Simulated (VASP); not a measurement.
Method: PBE GGA, VASP's PBE PAW potentials (set 64) (plane waves; VASP).

VASP ran on this input.

File POSCAR:
```
Tm
5.6610
  0.3189189189  -0.5523838544   0.0000000000
  0.3189189189   0.5523838544   0.0000000000
  0.0000000000   0.0000000000   1.0000000000
Tm
2
direct
  0.3333330000   0.6666670000   0.2500000000
  0.6666670000   0.3333330000   0.7500000000
```

### INCAR
```
LASPH = .TRUE.   ! aspherical one-centre terms
ENCUT = 400   ! plane-wave cut-off (eV)
LREAL = .FALSE.
LMAXMIX = 6   ! l cut-off of mixed one-centre charges
SYSTEM = Tm
LCHARG = .FALSE.
ISMEAR = 1
ADDGRID = .TRUE.
GGA = PE
SIGMA = 0.1
EDIFF = 1E-6   ! SCF stop (eV)
NELM = 100   ! most electronic steps
ISIF = 2   ! forces and stress, cell fixed
PREC = Accurate
LWAVE = .FALSE.
ALGO = Normal
```

File KPOINTS:
```
Automatic mesh
0
Gamma
11 11 6
0 0 0
```

POTCAR, in this order: Tm_3 (PBE.64 set). Program: vasp_std.

The 4f electrons are frozen in the core of the lanthanide potential, so 4f levels, which can set the real gap, and their magnetism are missing.

Q: What does the run give for the energy per atom (σ→0), pressure, band gap (on the k-mesh)?

A: 
```
Property                                                    Result
------------------------  ----------------------------------------
energy per atom (σ→0)                               -4467 meV/atom
band gap (on the k-mesh)  none (metal, semimetal or under 0.01 eV)
pressure                                                -22.0 kbar
```

File OSZICAR:
```
...
DAV:   5    -0.893664326528E+01   -0.10938E-02   -0.10934E-02  2375   0.768E-01    0.226E+01
DAV:   6    -0.892408908973E+01    0.12554E-01   -0.37396E-02  2571   0.224E+00    0.134E+01
DAV:   7    -0.893283736408E+01   -0.87483E-02   -0.67099E-02  2499   0.293E+00    0.366E-01
DAV:   8    -0.893254449502E+01    0.29287E-03   -0.39553E-03  2172   0.559E-01    0.774E-02
DAV:   9    -0.893256749959E+01   -0.23005E-04   -0.27972E-04  2712   0.174E-01    0.316E-02
DAV:  10    -0.893255965949E+01    0.78401E-05   -0.33988E-05  2399   0.526E-02    0.414E-02
DAV:  11    -0.893256039039E+01   -0.73090E-06   -0.36333E-06  1889   0.182E-02
   1 F= -.89325604E+01 E0= -.89336029E+01  d E =0.312744E-02
```

The compound is Tm in the hcp structure. The cell was not relaxed at this level. The run is one of a series of settings (ADDGRID = .TRUE. against the base run), some of them coarse on purpose.
